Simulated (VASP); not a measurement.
Given:

```
CELL_PARAMETERS angstrom
      1.79433    -3.10787     0.00000
      1.79433     3.10787     0.00000
      0.00000     0.00000     5.64532
ATOMIC_POSITIONS crystal
  Gd 0.33333 0.66667 0.25000
  Gd 0.66667 0.33333 0.75000
```

Computed with optB86b-vdW, VASP's PBE PAW potentials (set 64) (plane waves; VASP). Settings: 520 eV cut-off, Gaussian smearing of 0.050 eV, potentials Gd_3.

The 4f electrons are frozen in the core of the lanthanide potential, so 4f levels, which can set the real gap, and their magnetism are missing.

Task: Give the energies of bands 7 to 12 at the high-symmetry points, in eV from the Fermi level.

Result: 
| band | Γ | M | K | A | L | H |
|---|---|---|---|---|---|---|
| 7 | -4.79 | -1.76 | -1.09 | -3.19 | -1.94 | -0.61 |
| 8 | -2.17 | -1.55 | -0.56 | -3.19 | -1.94 | -0.61 |
| 9 | 1.69 | -1.09 | -0.56 | 0.94 | -0.07 | -0.37 |
| 10 | 1.69 | 0.41 | -0.27 | 0.94 | -0.07 | -0.37 |
| 11 | 1.71 | 1.38 | 1.15 | 1.60 | 2.03 | 0.73 |
| 12 | 2.02 | 1.63 | 1.15 | 1.60 | 2.03 | 0.73 |

It has no gap at this level: it comes out as a metal or semimetal.

The compound is Gd in the hcp structure. It was relaxed first.
